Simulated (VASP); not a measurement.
Output of a VASP run:

File OSZICAR:
```
       N       E                     dE             d eps       ncg     rms          rms(c)
DAV:   1     0.938030893697E+02    0.93803E+02   -0.93286E+03   560   0.139E+03
DAV:   2    -0.636406635102E+02   -0.15744E+03   -0.15365E+03   590   0.348E+02
DAV:   3    -0.763752059429E+02   -0.12735E+02   -0.12462E+02   746   0.105E+02
DAV:   4    -0.766873283399E+02   -0.31212E+00   -0.31194E+00   618   0.198E+01
DAV:   5    -0.766976995068E+02   -0.10371E-01   -0.10371E-01   796   0.346E+00    0.295E+00
DAV:   6    -0.717200650838E+02    0.49776E+01   -0.26200E+00   668   0.312E+01    0.222E+00
DAV:   7    -0.718291052797E+02   -0.10904E+00   -0.83978E-01   560   0.113E+01    0.122E+00
DAV:   8    -0.718705811267E+02   -0.41476E-01   -0.80748E-01   560   0.623E+00    0.620E-01
DAV:   9    -0.719159562286E+02   -0.45375E-01   -0.10451E-01   560   0.269E+00    0.424E-01
DAV:  10    -0.719080692995E+02    0.78869E-02   -0.47180E-02   606   0.182E+00    0.112E-01
DAV:  11    -0.719330452475E+02   -0.24976E-01   -0.65381E-02   560   0.239E+00    0.993E-02
DAV:  12    -0.719362247670E+02   -0.31795E-02   -0.13646E-03   650   0.352E-01    0.708E-02
DAV:  13    -0.719367058397E+02   -0.48107E-03   -0.46403E-04   662   0.270E-01    0.303E-02
DAV:  14    -0.719399238171E+02   -0.32180E-02   -0.33789E-03   560   0.579E-01    0.172E-02
DAV:  15    -0.719399118573E+02    0.11960E-04   -0.58028E-05   680   0.917E-02    0.123E-02
DAV:  16    -0.719399416683E+02   -0.29811E-04   -0.50159E-05   566   0.998E-02    0.874E-03
DAV:  17    -0.719399421113E+02   -0.44301E-06   -0.11726E-05   698   0.289E-02    0.171E-03
DAV:  18    -0.719399412893E+02    0.82196E-06   -0.37377E-06   572   0.195E-02
   1 F= -.71939941E+02 E0= -.71939941E+02  d E =-.719399E+02
```

**OUTCAR**
```
------------------------ aborting loop because EDIFF is reached ----------------------------------------
  FORCE on cell =-STRESS in cart. coord.  units (eV):
  Direction    XX          YY          ZZ          XY          YZ          ZX
  --------------------------------------------------------------------------------------
  Total        0.0005511      0.0005511      0.0005511      0.0000000      0.0000000     -0.0000000
  in kB        0.0149810      0.0149810      0.0149810      0.0000000      0.0000000     -0.0000000
  external PRESSURE =       0.0149810 kB  Pullay stress =       0.0000000 kB
  volume of cell :       58.94
      direct lattice vectors                 reciprocal lattice vectors
     0.000000000  3.088822466  3.088822466    -0.161873984  0.161873984  0.161873984
     3.088822466  0.000000000  3.088822466     0.161873984 -0.161873984  0.161873984
     3.088822466  3.088822466  0.000000000     0.161873984  0.161873984 -0.161873984
  FREE ENERGIE OF THE ION-ELECTRON SYSTEM (eV)
  ---------------------------------------------------
  free  energy   TOTEN  =       -71.9399412893 eV

  energy  without entropy=      -71.9399412893  energy(sigma->0) =      -71.93994129

 reached required accuracy - stopping structural energy minimisation
```
(Selected blocks of OUTCAR.)

**POSCAR**
```
PbSe
1
    0.0000000000     3.0888224664     3.0888224664
    3.0888224664     0.0000000000     3.0888224664
    3.0888224664     3.0888224664     0.0000000000
Pb Se
1 1
Direct
  0.0000000000   0.0000000000   0.0000000000
  0.5000000000   0.5000000000   0.5000000000
```

Reconstruct the remaining input files.

Several could match; the one computed here: the input of the run itself, r2SCAN meta-GGA, plane waves, VASP's PBE PAW potentials (set 64).

KPOINTS:
```
Automatic mesh
0
Gamma
7 7 7
0 0 0
```

**INCAR**
```
ALGO = Normal
ENCUT = 480
LWAVE = .FALSE.
LMIXTAU = .TRUE.
LREAL = .FALSE.   ! projection in real space or not
LMAXMIX = 4   ! l cut-off of mixed one-centre charges
METAGGA = R2SCAN
ISIF = 3   ! ions, shape and volume
EDIFFG = -0.01
ISMEAR = 0
EDIFF = 1E-6   ! SCF stop (eV)
IBRION = 2   ! conjugate gradients
NELM = 100   ! most electronic steps
NSW = 60   ! most ionic steps
SYSTEM = PbSe
PREC = Accurate
SIGMA = 0.05   ! width (eV)
LASPH = .TRUE.
LCHARG = .FALSE.
```

POTCAR, in this order: Pb_d Se (PBE.64 set). Program: vasp_std.

The compound is PbSe in the rock salt structure. It was relaxed first. The start is the result of an earlier pass.
